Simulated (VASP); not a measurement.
Consider the following.

```xyz
3
Lattice="0.0000 2.5171 2.5171 2.5171 0.0000 2.5171 2.5171 2.5171 0.0000" Properties=species:S:1:pos:R:3 pbc="T T T"
Hf     0.0000     0.0000     0.0000
O      3.7757     3.7757     3.7757
O      1.2586     1.2586     1.2586
```

All values below come from r2SCAN meta-GGA, VASP's PBE PAW potentials (set 64) (plane waves; VASP 6.6.1). Settings: 520 eV cut-off, 9×9×9 Γ-centred mesh, tetrahedra with Blöchl corrections, potentials Hf_pv O.

Unless said otherwise, spin-orbit coupling is left out, though it shifts the bands of the heavy elements here.

Give the energies of bands 6 to 14 at the high-symmetry points, in eV from the valence-band maximum.

| band | Γ | X | U | L | W |
|---|---|---|---|---|---|
| 6 | -5.58 | -6.67 | -6.00 | -4.48 | -5.46 |
| 7 | -5.58 | -3.63 | -4.17 | -4.48 | -5.25 |
| 8 | -5.58 | -3.63 | -3.50 | -3.10 | -2.68 |
| 9 | -0.65 | -1.59 | -2.33 | -2.85 | -2.68 |
| 10 | -0.65 | -1.59 | -1.36 | -1.92 | -1.44 |
| 11 | -0.65 | 0.00 | -0.36 | -1.92 | -0.23 |
| 12 | 4.46 | 4.36 | 4.88 | 5.18 | 5.38 |
| 13 | 4.46 | 6.13 | 6.05 | 5.18 | 5.78 |
| 14 | 6.64 | 7.37 | 7.65 | 7.70 | 7.80 |

The gap is direct, 4.36 eV, from the valence maximum at X to the conduction minimum at X.

The structure comes from a computed database's HfO2 entry (Fm-3m); how it stands against other phases isn't given here. It was relaxed first.
